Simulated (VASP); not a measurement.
A run of VASP 6.6.1:

File POSCAR:

```
ScIn3N2
1.0
    3.3842740000      0.0000000000      0.0000000000
   -1.6921370000      2.9308670000      0.0000000000
    0.0000000000      0.0000000000     11.5899500000
Sc In N
1 3 2
Direct
    0.0000000000      0.0000000000      0.7681470000
    0.3333330000      0.6666670000      0.5221350000
    0.3333330000      0.6666670000      0.0049640000
    0.0000000000      0.0000000000      0.2429500000
    0.6666670000      0.3333330000      0.7077620000
    0.6666670000      0.3333330000      0.1162000000
```

File INCAR.step1:

```
SYSTEM = ScIn3N2
PREC = Accurate
ENCUT = 520
EDIFF = 1E-6
ISMEAR = 0
SIGMA = 0.1
LREAL = .False.
LASPH = .True.
NELM = 60
ALGO = Fast
ISIF = 2
LWAVE = .False.
LCHARG = .True.
LMAXMIX = 4
GGA = PE
KPAR = 4
```

KPOINTS.step1

```
regular mesh
0
Gamma
  10 10 4
  0 0 0
```

Contents of INCAR.step2:

```
SYSTEM = ScIn3N2
PREC = Accurate
ENCUT = 520
EDIFF = 1E-6
ISMEAR = -5
SIGMA = 0.1
LREAL = .False.
LASPH = .True.
NELM = 60
ALGO = Fast
ISIF = 2
LWAVE = .False.
LCHARG = .False.
LMAXMIX = 4
GGA = PE
LORBIT = 11
KPAR = 4
NEDOS = 2001
ICHARG = 11
```

KPOINTS.step2

```
regular mesh
0
Gamma
  15 15 6
  0 0 0
```

Potentials or basis: VASP PAW PBE potentials, release 64 (Sc_sv, In_d, N).

Run with:

```bash
$ cat potpaw_PBE.64/Sc_sv/POTCAR potpaw_PBE.64/In_d/POTCAR potpaw_PBE.64/N/POTCAR > POTCAR
$ cp INCAR.step1 INCAR
$ cp KPOINTS.step1 KPOINTS
$ mpirun -np 4 vasp_std > vasp.out
$ cp INCAR.step2 INCAR
$ cp KPOINTS.step2 KPOINTS
$ mpirun -np 4 vasp_std > vasp.out
```

Hardware: 4 MPI ranks on Intel(R) Xeon(R) Platinum 8488C (Sapphire Rapids), with other jobs on the host.

**Question.** Estimate the wall time of this run.

**Answer.** Wall time 7.3 min on 4 MPI ranks on Intel(R) Xeon(R) Platinum 8488C (Sapphire Rapids) (shared host), peak memory 0.62 GiB a rank. Counts: scf iterations 21, k points 146.
